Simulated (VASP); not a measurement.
Set up this calculation in VASP 6.6.1, as the native input.

```yaml
Task: single point
Functional: PBE
Potentials_or_basis: VASP PAW PBE potentials, release 64 (Li_sv, Sn_d, Ge_d)
Cutoff: 520 eV
k_mesh: 2 × 2 × 3
Occupations: fermi-dirac, width 0.1 eV
Spin: no spin polarisation
Dipole_correction: no
Further_INCAR_settings: ALGO = Fast; EDIFF = 1e-06; NBANDS = 74
```

The structure of LiSnGe lies in POSCAR:

```
LiSnGe
1.0
    6.4918510000     -1.1970330000      0.3114860000
    0.1920460000      6.5907090000      0.0083740000
   -0.4669470000     -0.1818450000      6.1047360000
Li Sn Ge
4 4 4
Direct
    0.8916588716      0.3744651594      0.4226005799
    0.7943956379      0.8010735307      0.5670474023
    0.8598395647      0.2140040659      0.8722273892
    0.1397149213      0.0735594668      0.2521854788
    0.5821862039      0.0625247451      0.2011399946
    0.9464805746      0.7573392718     -0.0213903447
    0.1658566766      0.4614605100      0.7804065068
    0.4996376266      0.6479668344      0.0582645670
    0.2251711278      0.7449145534      0.3888134445
    0.5815326183      0.4394957814      0.6478048180
    0.1895188603      0.0441998807      0.7288142187
    0.5277606730      0.9583372874      0.7858354272
```

The cell was built by a generator and needn't be a form met in nature.

These files were run (other wordings do the same):

INCAR

```
SYSTEM = LiSnGe
ALGO = Fast
EDIFF = 1E-6
ENCUT = 520
GGA = PE
ISIF = 2
ISMEAR = -1
LASPH = .True.
LCHARG = .True.
LELF = .True.
LREAL = .False.
LVHAR = .True.
LWAVE = .False.
NBANDS = 74
NELM = 100
PREC = Accurate
SIGMA = 0.1
```

KPOINTS

```
k-points
0
Gamma
  2 2 3
  0 0 0
```

Potentials or basis: VASP PAW PBE potentials, release 64 (Li_sv, Sn_d, Ge_d).

The run is started by

```sh
$ cat potpaw_PBE.64/Li_sv/POTCAR potpaw_PBE.64/Sn_d/POTCAR potpaw_PBE.64/Ge_d/POTCAR > POTCAR
$ mpirun -np 1 vasp_std > vasp.out
```

It gave:

```json
{
 "Largest force": "1.990 eV/Å",
 "Band gap on the k mesh": "none (metal or under the smearing width)"
}
```

Caveat: the k mesh is coarse (spacing up to 0.48 Å⁻¹), so the values aren't converged.

It took 12 min on 1 thread of Intel(R) Xeon(R) Platinum 8559C (Emerald Rapids), with other jobs on the host, peak memory 0.41 GiB.
